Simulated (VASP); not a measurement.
An input for Quantum ESPRESSO's pw.x (written as the equivalent of a VASP run, and not itself run):

```
&CONTROL
  calculation = 'scf'
  pseudo_dir = './pseudo'
  outdir = './out'
  tprnfor = .true.
  tstress = .true.
/
&SYSTEM
  ibrav = 0
  nat = 2
  ntyp = 2
  ecutwfc = 48
  occupations = 'smearing'
  smearing = 'gaussian'
  degauss = 0.000735
  input_dft = 'pz'
/
&ELECTRONS
  conv_thr = 7.3e-08
  electron_maxstep = 100
/
ATOMIC_SPECIES
  Cs 132.905 Cs.upf
  Br 79.904 Br.upf
CELL_PARAMETERS angstrom
     4.2347820    0.0000000    0.0000000
     0.0000000    4.2347820    0.0000000
     0.0000000    0.0000000    4.2347820
ATOMIC_POSITIONS crystal
  Cs   0.0000000  0.0000000  0.0000000
  Br   0.5000000  0.5000000  0.5000000
K_POINTS automatic
  8 8 8 0 0 0
```

### Question
Translate this input to VASP (INCAR, KPOINTS, POSCAR, choice of POTCAR).

### Answer
One answer among several that fit: 
INCAR:
```
SYSTEM = CsBr
PREC = Accurate; ENCUT = 300; LREAL = F
LASPH = T
EDIFF = 1E-6; NELM = 100; ALGO = Normal
LMAXMIX = 4
ISMEAR = 0; SIGMA = 0.01
ISIF = 2
LWAVE = F; LCHARG = F
```

**KPOINTS**
```
Automatic mesh
0
Gamma
8 8 8
0 0 0
```

POSCAR:
```
CsBr
1
    4.2347820000     0.0000000000     0.0000000000
    0.0000000000     4.2347820000     0.0000000000
    0.0000000000     0.0000000000     4.2347820000
Cs Br
1 1
Direct
  0.0000000000   0.0000000000   0.0000000000
  0.5000000000   0.5000000000   0.5000000000
```

POTCAR, in this order: Cs_sv Br (LDA.64 set). Program: vasp_std.

Limits of the translation: the potentials are each code's own (VASP's PAW set, PseudoDojo norm-conserving files in pw.x), so ENCUT and ecutwfc are chosen apart and not converted; conv_thr bounds pw.x's estimated SCF error, while EDIFF bounds the energy change between steps.

The structure comes from a computed database's CsBr entry; how it stands against other phases isn't given here. The cell was not relaxed at this level.
